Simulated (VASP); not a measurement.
Output of a VASP run:

### OSZICAR
```
       N       E                     dE             d eps       ncg     rms          rms(c)
DAV:   1     0.625008573418E+02    0.62501E+02   -0.68058E+03  1472   0.116E+03
DAV:   2    -0.178884034065E+02   -0.80389E+02   -0.75793E+02  1491   0.234E+02
DAV:   3    -0.218796820954E+02   -0.39913E+01   -0.39033E+01  1891   0.577E+01
DAV:   4    -0.219647908969E+02   -0.85109E-01   -0.84541E-01  1727   0.817E+00
DAV:   5    -0.219670173053E+02   -0.22264E-02   -0.22139E-02  1939   0.138E+00    0.165E+01
DAV:   6    -0.259530581614E+02   -0.39860E+01   -0.50335E+01  1610   0.180E+02    0.234E+01
DAV:   7    -0.199936639827E+02    0.59594E+01   -0.15016E+01  1746   0.114E+02    0.379E+00
DAV:   8    -0.199600446054E+02    0.33619E-01   -0.20514E+00  2174   0.235E+01    0.279E+00
DAV:   9    -0.199020232735E+02    0.58021E-01   -0.30220E-01  1785   0.119E+01    0.576E-01
DAV:  10    -0.199001488297E+02    0.18744E-02   -0.12023E-02  1982   0.223E+00    0.251E-01
DAV:  11    -0.198999921139E+02    0.15672E-03   -0.77028E-04  1872   0.227E-01    0.528E-02
DAV:  12    -0.199000517997E+02   -0.59686E-04   -0.59806E-05  2186   0.157E-01    0.246E-02
DAV:  13    -0.199000207105E+02    0.31089E-04   -0.16001E-05  2062   0.104E-01    0.752E-03
DAV:  14    -0.199000130496E+02    0.76609E-05   -0.31838E-06  2339   0.309E-02    0.281E-03
DAV:  15    -0.199000152881E+02   -0.22385E-05   -0.35720E-07  1445   0.127E-02    0.463E-04
DAV:  16    -0.199000155086E+02   -0.22042E-06   -0.38305E-08   978   0.173E-03    0.360E-04
DAV:  17    -0.199000157077E+02   -0.19911E-06   -0.65772E-09   933   0.983E-04    0.221E-04
DAV:  18    -0.199000157085E+02   -0.84901E-09   -0.29460E-09   863   0.455E-04
   1 F= -.19900016E+02 E0= -.19900016E+02  d E =0.000000E+00
```

OUTCAR:
```
------------------------ aborting loop because EDIFF is reached ----------------------------------------
  FORCE on cell =-STRESS in cart. coord.  units (eV):
  Direction    XX          YY          ZZ          XY          YZ          ZX
  --------------------------------------------------------------------------------------
  Total       -0.2189848     -0.2189848     -0.2189848      0.0000000      0.0000000      0.0000000
  in kB       -9.1261580     -9.1261580     -9.1261580      0.0000000      0.0000000      0.0000000
  external PRESSURE =      -9.1261580 kB  Pullay stress =       0.0000000 kB
  volume of cell :       38.44
      direct lattice vectors                 reciprocal lattice vectors
     0.000000000  2.678770569  2.678770569    -0.186652790  0.186652790  0.186652790
     2.678770569  0.000000000  2.678770569     0.186652790 -0.186652790  0.186652790
     2.678770569  2.678770569  0.000000000     0.186652790  0.186652790 -0.186652790
 POSITION                                       TOTAL-FORCE (eV/Angst)
 -----------------------------------------------------------------------------------
      1.33939      1.33939      1.33939         0.000000      0.000000      0.000000
      4.01816      4.01816      4.01816        -0.000000     -0.000000     -0.000000
      0.00000      0.00000      0.00000         0.000000      0.000000      0.000000
 -----------------------------------------------------------------------------------
    total drift:                               -0.000000     -0.000000      0.000000
  FREE ENERGIE OF THE ION-ELECTRON SYSTEM (eV)
  ---------------------------------------------------
  free  energy   TOTEN  =       -19.9000157085 eV

  energy  without entropy=      -19.9000157085  energy(sigma->0) =      -19.90001571

 total charge

# of ion       s       p       d       tot
------------------------------------------
    1        0.743   0.869   0.000   1.612
    2        0.743   0.869   0.000   1.612
    3        0.578   0.844   8.481   9.903
--------------------------------------------------
tot          2.064   2.582   8.481  13.127
```
(Selected blocks of OUTCAR.)

POSCAR:
```
Si2Ni
1
   -0.0000000000     2.6787705687     2.6787705687
    2.6787705687     0.0000000000     2.6787705687
    2.6787705687     2.6787705687     0.0000000000
Si Ni
2 1
Direct
  0.2500000000   0.2500000000   0.2500000000
  0.7500000000   0.7500000000   0.7500000000
  0.0000000000   0.0000000000   0.0000000000
```

Q: Write an INCAR and KPOINTS that could have produced this output.

A: This is not unique; one that fits is the input of the run itself, LDA (Ceperley-Alder, Perdew-Zunger), plane waves, VASP's LDA PAW potentials (set 64).

**KPOINTS**
```
Automatic mesh
0
Gamma
11 11 11
0 0 0
```

**INCAR**
```
PREC=Accurate
LORBIT=11
ALGO=Normal   ! blocked Davidson
LWAVE=.FALSE.
LREAL=.FALSE.
LCHARG=.TRUE.
NELM=100
NEDOS=601
LMAXMIX=4   ! l cut-off of mixed one-centre charges
ISMEAR=-5   ! tetrahedra, Bloechl
ENCUT=400   ! plane-wave cut-off (eV)
ISIF=2   ! forces and stress, cell fixed
SYSTEM=Si2Ni
LASPH=.TRUE.
EDIFF=1E-7   ! SCF stop (eV)
```

POTCAR, in this order: Si Ni (LDA.64 set). Program: vasp_std.

For a metal the tetrahedron method with Blöchl corrections gives inexact stress and forces.

The structure comes from a computed database's Si2Ni entry (Fm-3m); how it stands against other phases isn't given here. It was relaxed first. The run is not spin-polarised, so no magnetic state was tried.
